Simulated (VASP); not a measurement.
An input for Ansatz (written as the equivalent of a VASP run, and not itself run):

Ansatz 0.2 input:
```yaml
crystal:
  lattice:
    - [0.0000000, 2.5167775, 2.5167775]
    - [2.5167775, 0.0000000, 2.5167775]
    - [2.5167775, 2.5167775, 0.0000000]
  atoms:
    - { symbol: Li, position: [0.0000000, 0.0000000, 0.0000000] }
    - { symbol: Cl, position: [0.5000000, 0.5000000, 0.5000000] }
kpoints:
  mp_grid: { grid: [9, 9, 9] }
hamiltonian:
  xc: pbe
  dispersion: d4
  pseudopotentials: { kind: paw }
scf:
  occupations: { method: gaussian, width: 0.05 }
  max_iter: 100
output: { forces: true, stress: true, eigenvalues: true }
```

**Question.** Translate this input to VASP (INCAR, KPOINTS, POSCAR, choice of POTCAR).

**Answer.** Several could match; the one computed here: 
### INCAR
```
! general
SYSTEM = LiCl
PREC   = Accurate
ENCUT  = 520
LREAL  = F
LASPH  = T

! electronic loop
EDIFF  = 1E-7
NELM   = 100
ALGO   = Normal

! smearing
ISMEAR = 0
SIGMA  = 0.05

! functional
GGA    = PE
IVDW   = 13

! ions
ISIF   = 2

! output
LWAVE  = F
LCHARG = F
```

### POSCAR
```
LiCl
1
    0.0000000000     2.5167775187     2.5167775187
    2.5167775187     0.0000000000     2.5167775187
    2.5167775187     2.5167775187     0.0000000000
Li Cl
1 1
Direct
  0.0000000000   0.0000000000   0.0000000000
  0.5000000000   0.5000000000   0.5000000000
```

### KPOINTS
```
Regular mesh
0
Gamma
  9 9 9
0 0 0
```

POTCAR, in this order: Li_sv Cl (PBE.64 set). Program: vasp_std.

Limits of the translation: each code has its own PAW files, so the cut-off isn't converted (ENCUT is set for VASP's; basis.ecutwfc is left out, and Ansatz then takes the one that its files recommend); Ansatz stops its SCF on the density residual and VASP on the energy change (EDIFF).

The compound is LiCl in the rock salt structure. This cell is one point of a volume scan, at 0.97 of the reference volume.
